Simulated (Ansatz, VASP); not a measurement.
# Ge (Germanium): VASP beside Ansatz

Aim: how closely do two programs agree when they are given the same cell, functional and k mesh? The cell is taken from a series of runs on this material, whose earlier steps may have relaxed, scaled, displaced or heated it; both programs get it as it stands.

Program: Ansatz 0.2.0. Level of theory: plane waves, with VASP 6.6.1 beside it; G0W0 gap at r2SCAN. Results are calculated unless marked as measured.

## 1. The starting structure

The structure is cubic, space group Fd-3m (No. 227). Conventional cell: a = 5.601 Å, b = 5.601 Å, c = 5.601 Å, α = 90.00°, β = 90.00°, γ = 90.00°. Nearest to Ge lie 4 Ge at 2.43 Å.

## 2. Ansatz: G0W0 gap, r2SCAN

Ansatz runs on its PAW soft_1 files.

Quasiparticle shifts depend on high empty states and on the cores, so they are the hardest test of two PAW sets.

input.yaml reads:

```yaml
crystal:
  lattice:
    - [0.0, 2.8006209, 2.8006209]
    - [2.8006209, 0.0, 2.8006209]
    - [2.8006209, 2.8006209, 0.0]
  atoms:
    - { symbol: Ge, position: [0.0, 0.0, 0.0] }
    - { symbol: Ge, position: [0.25, 0.25, 0.25] }
kpoints:
  mp_grid: { grid: [6, 6, 6] }
hamiltonian:
  xc: r2scan
  pseudopotentials: { kind: paw, azcp: { folder: soft_1 } }
scf:
  occupations: { method: fixed }
gw:
  n_empty_bands: 170
  ecut_chi: 140
  qp_bands: [v2, c2]
  qp_kpoints: band_edges
  screening: { model: contour_deformation }
```

Started as:

```console
ansatz run input.yaml --threads 3 --pin off --max-ram 92160MiB --backend cuda --events-out ev --progress --plain --runs-dir out --devices 1 --max-vram 13GiB
```

Numbers of over 12 decimals in the logs are rounded to 6 here.

What it wrote:

```text
GPUs: using 1 of 1 available (devices: 1).
Engine: ansatz 0.2.0, x86_64-unknown-linux-gnu
Pseudopotentials: kind: paw
Pseudopotential: Ge, paw, valence charge 14, recommended cutoff 500 eV (meta_gga), soft_1/Ge.paw.azcp
Functional definition: r2SCAN
  parameter k0 = 0.174
  parameter k1 = 0.065
  parameter a1 = 4.9479
  exchange = r2scan_x(k0 = k0, k1 = k1, a1 = a1)
  correlation = r2scan_c
device memory: the entry about to start is reckoned to put 0.7 GiB on a device that reports 57.6 GiB free (of which the cap on the GPU budget leaves the run 13.0 GiB)
GPU FFT provider: cuFFT
GPU libraries: cuBLAS 13.8.2, cuFFT 12.4.0, cuSOLVER 12.3.4
Crystal: 2 atoms, lattice volume = 43.933 Å³
Basis set: ecut = 500 eV, 1139 PW (Γ), exchange–correlation on 120×120×120 points (64 copies of the dense FFT grid, shifted against one another)
Bands: 18, of which v1, the nominal top of the filled ones, is band 14 counted from 1 (13 counted from 0)
Symmetry: 48 space group operations
Space group: Fd-3m (ITA 227), of the structure as read, at distance tolerance 3.5e-5 Å
k-points: 16 of 216
Non-local potential: Ge, projectors of the file, l = 0: 2, l = 1: 2, l = 2: 3, l = 3: 1
PAW form: soft (Blöchl's): semilocal exchange-correlation on the pseudo side does not see the compensation charge
PAW frozen core: Ge, regenerated for the run's functional (the file was generated under x = pbe(κ = 0.804, μ = 0.219515), c = pbe(β = 0.066725))
PAW one-centre angular grid: Ge, 590 points (default); XC on 160 Gauss nodes
Initial density: superposition of atomic densities (chi_scale 0.1, normalization cell)
Initial wavefunctions: pseudopotential atomic-orbital guess
GPU buffer pool allocated for 27000 grid points (all kernels)
GPU transforms: local potential and band sums: pruned to the plane-wave sphere, on 30×30×30
Functional: x = r2scan, c = r2scan; τ floored in thin density (d = 2e-4 eV/Å³)
iter 1 solved again at ethr=1.86e-3 eV; its pass at ethr=3.10e-3 eV (dr2=5.20e-1 eV) is discarded
SCF iter   1: F=—  HF=-8605.698458 eV  |F-HF|=—  |Δ(HF+E_count)|=         —  Δρ=3.97e-2  dr2=5.21e-1  dr2_τ=5.49e-3  ethr=1.86e-3  ⟨swp⟩=1.0  Hψ=1630  notcnv=0  defer=7
preconditioner: auto → none  [insulator: Δε(μ)=0.454 eV  Ē_g=24.488 eV  n_scr=14 (ndim 8)  ℏωp=29.6 eV  f_vac=0.000  ε∞_Penn≈2.5]
SCF iter   2: F=—  HF=-8605.745687 eV  |F-HF|=—  |Δ(HF+E_count)|=   4.72e-2  Δρ=2.01e-2  dr2=1.10e-1  dr2_τ=7.22e-4  ethr=1.86e-3  ⟨swp⟩=2.0  Hψ=325  notcnv=0  defer=27
SCF iter   3: F=—  HF=-8605.779020 eV  |F-HF|=—  |Δ(HF+E_count)|=   3.33e-2  Δρ=3.14e-3  dr2=1.73e-3  dr2_τ=3.60e-5  ethr=3.91e-4  ⟨swp⟩=3.1  Hψ=550  notcnv=0  defer=27
SCF iter   4: F=—  HF=-8605.777361 eV  |F-HF|=—  |Δ(HF+E_count)|=   1.66e-3  Δρ=6.72e-4  dr2=7.49e-5  dr2_τ=1.00e-6  ethr=6.19e-6  ⟨swp⟩=2.2  Hψ=553  notcnv=0  defer=27
SCF iter   5: F=—  HF=-8605.777391 eV  |F-HF|=—  |Δ(HF+E_count)|=   2.95e-5  Δρ=1.33e-4  dr2=3.01e-6  dr2_τ=4.75e-8  ethr=2.67e-7  ⟨swp⟩=2.0  Hψ=512  notcnv=0  defer=27
SCF iter   6: F=-8605.777392 eV  HF=-8605.777392 eV  |F-HF|=5.63e-9  |Δ(HF+E_count)|=   1.05e-6  Δρ=4.40e-6  dr2=2.40e-9  dr2_τ=1.05e-10  ethr=3.57e-10  ⟨swp⟩=3.8  Hψ=1207  notcnv=0
SCF 1 converged in 6 iterations: F = -8605.777392 eV  dr2 = 2.40e-9
  greatest PAW one-centre occupation: 0.998 electrons in one spin orbital (limit 2), on the Ge atom at site 0 (counted from 0), in its partial waves of l = 2
device memory: the entry about to start is reckoned to put 0.8 GiB on a device that reports 57.6 GiB free (of which the cap on the GPU budget leaves the run 13.0 GiB)
NSCF: frozen V_eff on 16 k-points, pencils in batches of 32, up to order 72
the band table was solved once the SCF had ended and its energy, with any forces and stress, was formed, with the checks that follow a solve (1456 applications of the Hamiltonian). They found nothing against the state; the energy, forces and stress were not computed again (output.eigenvalues in the input reference)
device memory: the entry about to start is reckoned to put 2.3 GiB on a device that reports 57.5 GiB free (of which the cap on the GPU budget leaves the run 13.0 GiB)
NSCF: frozen V_eff on 16 k-points
G₀W₀ screening: q 1/16
[... further progress lines ...]
device memory: the entry about to start is reckoned to put 0.4 GiB on a device that reports 54.0 GiB free (of which the cap on the GPU budget leaves the run 13.0 GiB)
NSCF: frozen V_eff on 1 k-points
device memory: the entry about to start is reckoned to put 0.4 GiB on a device that reports 54.0 GiB free (of which the cap on the GPU budget leaves the run 13.0 GiB)
NSCF: frozen V_eff on 1 k-points
SCF converged after 6 iterations
Free energy (F): -8605.777392 eV
Harris-Foulkes:  -8605.777392 eV  (|F-HF|=5.63e-9)
Internal energy: -8605.777392 eV  (E = F + TS)
E sigma→0 (E₀):  -8605.777392 eV
Fermi energy:    8.761055 eV
--- Per-component energies (eV) ---
  E_band       = -308.793071
  E_kinetic    = 186.058651
  E_local      = -4459.460995  (includes V_loc(G=0)·N_el)
  E_nonlocal   = 437.406448
  E_hartree    = 2132.203521
  E_xc         = -132.234412
  E_vxc        = -137.315704  (∫ρ·V_xc dr)
  E_paw        = -4053.301592  (= ΣΔE_a)
  E_vpaw       = -607.042887  (= ΣTr[D̂ρ^β])
  E_aug_tail   = -0.000009  (compensation charges beyond the density's cutoff)
  E_vtau       = 7.154008  (kinetic-family band-sum trace: ∫τ·v_τ [+ j·A + Jᵃ·Aᵃ] dr)
  E_ewald      = -2714.277482
  E_core_change = -2.171521  (= ΣΔE_core)
  E_smearing   = -0.000000  (= −TS)
  E_closure    = -0.000000  (closes the sum)
  Σ components = -8605.777392   (vs F -8605.777392, Δ=0.00e0)
--- Band table (eV; the first three rows and the last of 16) ---
  k-point 0: bands = [... 10 lower, -4.7761, 8.7611, 8.7611, 8.7611, 9.5017, 11.4972, 11.4972, 11.4972]
  k-point 1: bands = [... 10 lower, -4.4128, 5.5700, 8.1909, 8.1909, 10.1417, 12.2505, 12.2505, 13.4452]
  k-point 2: bands = [... 10 lower, -3.4024, 2.3957, 7.4884, 7.4884, 9.5618, 12.8182, 12.8182, 16.4696]
  k-point 15: bands = [... 10 lower, -0.4857, -0.4857, 4.7410, 4.7410, 11.7742, 11.7742, 15.9242, 15.9242]
--- G₀W₀: contour deformation, 8 samples at zero and on the imaginary axis and 2 off it, 216 q-points, 170 empty bands' worth ---
  eigenvalues of the whole cell's RPA ε∞ on this k-mesh (on a slab, of 1 + 4πα/V) = 36.1776, 36.1776, 36.1776; static W/v taken at q = 0 is 0.027641
  bands read: the sum over 184 bands ends inside a degenerate multiplet in 2 slots, whose members it reads at an even weight; the widest, k=0: bands 183 to 185 (counted from 1) at 2/3 each
  gw.qp_kpoints: band_edges: 9 of 16 stored k-points solved, in 1 pass; an edge of the gap read off the rows below is read off those points alone
    valence top: of the k-points left out ik 8 came nearest to being solved in a further pass, in band 14 (counted from 1, as in the quasiparticle table): it holds the edge there only if its correction is more favourable than any solved in that band by at least 0.748 eV; those differ by 0.019 eV
    conduction bottom: of the k-points left out ik 10 came nearest to being solved in a further pass, in band 15 (counted from 1, as in the quasiparticle table): it holds the edge there only if its correction is more favourable than any solved in that band by at least 0.533 eV; those differ by 0.318 eV
    ik  band        ε_KS         Σx   Σc(E_QP)       V_xc       Z   E_QP_lin       E_QP  E_QP is
     0    13      8.7611   -15.7409     0.6106   -14.8250  0.7777     8.4532     8.4558  root
     0    14      8.7611   -15.7409     0.6106   -14.8250  0.7777     8.4532     8.4558  root
     0    15      9.5017   -12.7774    -4.0145   -17.0011  0.7782     9.7120     9.7109  root
     0    16     11.4972    -8.5371    -4.0890   -12.7103  0.7679    11.5816    11.5814  root
     1    13      8.1909   -15.4283     0.7303   -14.4032  0.7742     7.8936     7.8961  root
     1    14      8.1909   -15.4283     0.7303   -14.4032  0.7742     7.8936     7.8961  root
     1    15     10.1417   -10.3331    -3.9156   -14.3501  0.7772    10.2434    10.2432  root
     1    16     12.2505    -8.6731    -4.2885   -13.0228  0.7612    12.3118    12.3117  root
     2    13      7.4884   -15.4554     1.0286   -14.1247  0.7686     7.1835     7.1863  root
     2    14      7.4884   -15.4554     1.0286   -14.1247  0.7686     7.1835     7.1863  root
     2    15      9.5618   -10.1390    -3.7652   -13.9619  0.7809     9.6197     9.6196  root
     2    16     12.8182    -8.0008    -4.4896   -12.5061  0.7569    12.8340    12.8339  root
     3    13      7.2291   -15.5063     1.1476   -14.0529  0.7664     6.9203     6.9232  root
     3    14      7.2291   -15.5063     1.1476   -14.0529  0.7664     6.9203     6.9232  root
     3    15      9.3295   -10.2096    -3.7090   -13.9664  0.7819     9.3774     9.3773  root
     3    16     12.7775    -7.6494    -4.4602   -12.1013  0.7593    12.7693    12.7693  root
     4    13      7.3584   -15.1127     0.9867   -13.8289  0.7678     7.0588     7.0615  root
     4    14      7.3584   -15.1127     0.9867   -13.8289  0.7678     7.0588     7.0615  root
     4    15     10.5343    -8.0695    -3.8345   -11.8863  0.7779    10.5167    10.5167  root
     4    16     12.0565   -10.6647    -4.3777   -15.1257  0.7636    12.1399    12.1397  root
     6    13      5.4621   -15.1413     1.6256   -13.2165  0.7472     5.1600     5.1630  root
     6    14      6.6204   -15.3098     1.3487   -13.6517  0.7598     6.3080     6.3111  root
     6    15     10.6993    -8.9248    -3.9541   -12.8724  0.7768    10.6928    10.6928  root
     6    16     12.9390    -8.1857    -4.5843   -12.7420  0.7577    12.9111    12.9111  root
[...]
12    13      5.4256   -15.2468     1.8432   -13.0954  0.7428     5.1139     5.1175  root
    12    14      5.4256   -15.2468     1.8432   -13.0954  0.7428     5.1139     5.1175  root
    12    15      9.7052    -7.5418    -3.7278   -11.1604  0.7854     9.5962     9.5959  root
    12    16      9.7052    -7.5418    -3.7278   -11.1604  0.7854     9.5962     9.5959  root
    15    13      4.7410   -14.7768     2.0476   -12.4156  0.7338     4.4239     4.4274  root
    15    14      4.7410   -14.7768     2.0476   -12.4156  0.7338     4.4239     4.4274  root
    15    15     11.7742    -7.7809    -4.2637   -11.9721  0.7684    11.7019    11.7017  root
    15    16     11.7742    -7.7809    -4.2637   -11.9721  0.7684    11.7019    11.7017  root
```

[end of part 1 of 2]

[Lines on the potential files, build, host, timing and source positions are cut from VASP's logs without a mark.]

[Logs are printed without paths, hosts, clocks, repeated set-up lines and the standing remarks that a program may print on its own settings, such as how far it seeks lower states.]

[Hosts, paths, dates, database ids (printed as entryN), source tags and the programs' standing remarks are cut or masked in the printed files.]
